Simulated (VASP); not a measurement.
Data:

```
CELL_PARAMETERS angstrom
      0.00000     3.27175     3.27175
      3.27175     0.00000     3.27175
      3.27175     3.27175     0.00000
ATOMIC_POSITIONS crystal
  Te 0.50000 0.50000 0.50000
  Pb 0.00000 0.00000 0.00000
```

These are TPSS meta-GGA, VASP's PBE PAW potentials (set 64) (plane waves; VASP) values and carry that method's errors. Numerical set-up: 520 eV cut-off, 8×8×8 Γ-centred mesh, tetrahedra with Blöchl corrections, potentials Te Pb_d.

Unless said otherwise, spin-orbit coupling is left out, though it shifts the bands of the heavy elements here.

Give the energies of bands 7 to 13 at the high-symmetry points, in eV from the valence-band maximum.

| band | Γ | X | U | L | W |
|---|---|---|---|---|---|
| 7 | -5.60 | -7.18 | -7.79 | -8.38 | -7.81 |
| 8 | -1.17 | -4.25 | -3.88 | -0.77 | -3.55 |
| 9 | -1.17 | -2.58 | -2.10 | -0.77 | -3.55 |
| 10 | -1.17 | -2.58 | -1.92 | 0.00 | -0.28 |
| 11 | 4.16 | 3.40 | 3.63 | 0.87 | 1.86 |
| 12 | 4.16 | 5.49 | 3.88 | 1.49 | 5.26 |
| 13 | 4.16 | 5.49 | 5.22 | 1.49 | 5.26 |

The gap is direct, 0.87 eV, from the valence maximum at L to the conduction minimum at L.

The compound is PbTe in the rock salt structure. It was relaxed first.
